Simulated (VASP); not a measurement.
Level of theory: PBEsol GGA with spin-orbit coupling, VASP's PBE PAW potentials (set 64) (plane waves; VASP 6.6.1).

The input files of a VASP run:

**INCAR**
```
ALGO = Normal
EDIFF = 1E-6
ENCUT = 400
GGA = PS
GGA_COMPAT = .False.
ISMEAR = 0
LASPH = .True.
LCHARG = .False.
LMAXMIX = 4
LREAL = .False.
LSORBIT = .True.
LWAVE = .False.
MAGMOM = 6*0
NELM = 100
PREC = Accurate
SIGMA = 0.05
SYSTEM = GeRh
```

File KPOINTS:
```
K-points
0
gamma
 11 11 11
0 0 0
```

File POSCAR:
```
GeRh
1.0
  0.0000000000   2.4938317919   2.4938317919
  2.4938317919   0.0000000000   2.4938317919
  2.4938317919   2.4938317919   0.0000000000
Ge Rh
1 1
Cartesian
  0.0000000000   0.0000000000   0.0000000000
  2.4938317919   2.4938317919   2.4938317919
```

**KPOINTS_OPT**
```
k-points along high-symmetry lines
8
Line-mode
Reciprocal
  0.000000   0.000000   0.000000 ! GAMMA
  0.500000   0.000000   0.500000 ! X

  0.500000   0.000000   0.500000 ! X
  0.625000   0.250000   0.625000 ! U

  0.375000   0.375000   0.750000 ! K
  0.000000   0.000000   0.000000 ! GAMMA

  0.000000   0.000000   0.000000 ! GAMMA
  0.500000   0.500000   0.500000 ! L

  0.500000   0.500000   0.500000 ! L
  0.500000   0.250000   0.750000 ! W

  0.500000   0.250000   0.750000 ! W
  0.500000   0.000000   0.500000 ! X
```

POTCAR, in this order: Ge_d Rh_pv (PBE.64 set). Program: vasp_ncl.

Output

OUTCAR:
```
 ion  position               nearest neighbor table
   1  0.000  0.000  0.000-   2 2.49   2 2.49   2 2.49   2 2.49   2 2.49   2 2.49
   2  0.500  0.500  0.500-   1 2.49   1 2.49   1 2.49   1 2.49   1 2.49   1 2.49
  LATTYP: Found a face centered cubic cell.
 ALAT       =     4.9876635838
 Subroutine PRICEL returns:
 Original cell was already a primitive cell.
 Subroutine GETGRP returns: Found 48 space group operations
The static configuration has the point symmetry O_h .
The dynamic configuration has the point symmetry O_h .
The overall configuration has the point symmetry O_h .
 Subroutine INISYM returns: Found 48 space group operations
 Subroutine IBZKPT returns following result:
 Found     56 irreducible k-points:

 Following reciprocal coordinates:
            Coordinates               Weight
  0.000000  0.000000  0.000000      1.000000
  0.090909  0.000000  0.000000      8.000000
  0.181818  0.000000  0.000000      8.000000
  0.272727  0.000000  0.000000      8.000000
  0.363636  0.000000  0.000000      8.000000
  0.454545  0.000000  0.000000      8.000000
  0.090909  0.090909  0.000000      6.000000
  0.181818  0.090909  0.000000     24.000000
...
```

File OSZICAR:
```
       N       E                     dE             d eps       ncg     rms          rms(c)
DAV:   1     0.285926346563E+03    0.28593E+03   -0.13686E+04  5580   0.358E+03
DAV:   2     0.231959733643E+02   -0.26273E+03   -0.25578E+03  4036   0.758E+02
DAV:   3    -0.122450080058E+02   -0.35441E+02   -0.34345E+02  4364   0.191E+02
DAV:   4    -0.137614983246E+02   -0.15165E+01   -0.15029E+01  4548   0.430E+01
DAV:   5    -0.137959944398E+02   -0.34496E-01   -0.34478E-01  4556   0.701E+00    0.988E+00
DAV:   6    -0.135828193163E+02    0.21318E+00   -0.16088E+00  4264   0.120E+01    0.360E+00
DAV:   7    -0.135163237117E+02    0.66496E-01   -0.26623E-01  4628   0.650E+00    0.300E+00
DAV:   8    -0.135027034579E+02    0.13620E-01   -0.46724E-02  4944   0.225E+00    0.467E-01
DAV:   9    -0.135021413114E+02    0.56215E-03   -0.18458E-03  4780   0.700E-01    0.191E-01
DAV:  10    -0.135019354686E+02    0.20584E-03   -0.12139E-03  5240   0.673E-01    0.587E-02
DAV:  11    -0.135019326974E+02    0.27711E-05   -0.90936E-05  5072   0.132E-01    0.258E-02
DAV:  12    -0.135019328413E+02   -0.14381E-06   -0.80443E-06  4540   0.332E-02
   1 F= -.13501933E+02 E0= -.13500870E+02  d E =-.212485E-02  mag=     0.0000     0.0000     0.0000
       N       E                     dE             ncg
```

**OUTCAR**
```
------------------------ aborting loop because EDIFF is reached ----------------------------------------
  FORCE on cell =-STRESS in cart. coord.  units (eV):
  Direction    XX          YY          ZZ          XY          YZ          ZX
  --------------------------------------------------------------------------------------
  Total        0.0370856      0.0370856      0.0370856     -0.0000000      0.0000000      0.0000000
  in kB        1.9155085      1.9155085      1.9155085     -0.0000000      0.0000000      0.0000000
  external PRESSURE =       1.9155085 kB  Pullay stress =       0.0000000 kB
  volume of cell :       31.02
      direct lattice vectors                 reciprocal lattice vectors
     0.000000000  2.493831792  2.493831792    -0.200494677  0.200494677  0.200494677
     2.493831792  0.000000000  2.493831792     0.200494677 -0.200494677  0.200494677
     2.493831792  2.493831792  0.000000000     0.200494677  0.200494677 -0.200494677
 POSITION                                       TOTAL-FORCE (eV/Angst)
 -----------------------------------------------------------------------------------
      0.00000      0.00000      0.00000         0.000000     -0.000000      0.000000
      2.49383      2.49383      2.49383        -0.000000      0.000000     -0.000000
 -----------------------------------------------------------------------------------
    total drift:                               -0.000000     -0.000000     -0.000000
  FREE ENERGIE OF THE ION-ELECTRON SYSTEM (eV)
  ---------------------------------------------------
  free  energy   TOTEN  =       -13.5019328413 eV

  energy  without entropy=      -13.4998079932  energy(sigma->0) =      -13.50087042

 Ion:    1  E_soc:     -0.0193281

 Ion:    2  E_soc:     -0.3082197
```
(Selected blocks of OUTCAR.)

The structure was generated: GeRh was put into the rocksalt type (Fm-3m), which need not be its known phase. It was relaxed first, which changed the volume by -20 %.
